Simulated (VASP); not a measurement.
A convergence study with VASP on TiO₂ (space group no. 141 when undisturbed): one setting is varied, all else stays as given below, so the limit is that of these other settings. One atom is moved off its site, so that forces are finite.

```
TiO2
1.0
   -1.88304     1.88304     4.73123
    1.88304    -1.88304     4.73123
    1.88304     1.88304    -4.73123
Ti O
2 4
Cartesian
  0.00000   1.88304   2.41561
  0.00000   0.00000   0.00000
  0.00000   1.88304   0.39742
  0.00000   0.00000   7.49426
  0.00000   0.00000   1.96819
  0.00000   1.88304   4.33380
```

Method: LDA (Ceperley-Alder, Perdew-Zunger), VASP's LDA PAW potentials (set 64) (plane waves; VASP 6.6.1). The tightest run used: 400 eV cut-off, 12×12×12 Γ-centred mesh, Fermi-Dirac smearing of 0.020 eV, potentials Ti_sv O.

Gaps are read on the run's mesh, which can miss a band edge.

**Question.** The settings run are 2×2×2 mesh; 3×3×3 mesh; 4×4×4 mesh; 5×5×5 mesh; 6×6×6 mesh; 7×7×7 mesh; 8×8×8 mesh; 10×10×10 mesh; 11×11×11 mesh; 12×12×12 mesh. From which on does the stress (every component) stay within 0.5 GPa of the tightest run?

**Answer.** From 4×4×4 mesh on: it is off by 0.05 there and by no more than 0.5 in any finer run, while 3×3×3 mesh is off by 1.17.
| setting | E (eV/atom) | pressure (GPa) | largest force (eV/Å) | gap on the mesh (eV) | irreducible k-points | difference judged (GPa) |
|---|---|---|---|---|---|---|
| 2×2×2 mesh | -9.8271 | -9.04 | 1.183 | 2.042 | 5 | 6.75 |
| 3×3×3 mesh | -9.8150 | -8.21 | 0.956 | 2.153 | 8 | 1.17 |
| 4×4×4 mesh | -9.8112 | -8.05 | 0.881 | 2.069 | 18 | 0.05 |
| 5×5×5 mesh | -9.8118 | -8.08 | 0.875 | 2.047 | 27 | 0.04 |
| 6×6×6 mesh | -9.8118 | -8.10 | 0.876 | 2.073 | 46 | 0.04 |
| 7×7×7 mesh | -9.8116 | -8.11 | 0.876 | 2.033 | 64 | 0.03 |
| 8×8×8 mesh | -9.8118 | -8.10 | 0.876 | 2.073 | 95 | 0.02 |
| 10×10×10 mesh | -9.8119 | -8.09 | 0.875 | 2.049 | 171 | 0.01 |
| 11×11×11 mesh | -9.8119 | -8.09 | 0.875 | 2.036 | 216 | 0.02 |
| 12×12×12 mesh | -9.8119 | -8.09 | 0.875 | 2.038 | 280 | 0.00 |

Left out are rungs that failed or repeat a setting and relaxations that didn't move; long series are thinned to 24 rows.

The structure is a typed TiO2 crystal (space group no. 141). The cell was not relaxed at this level, it is distorted from the ideal structure.
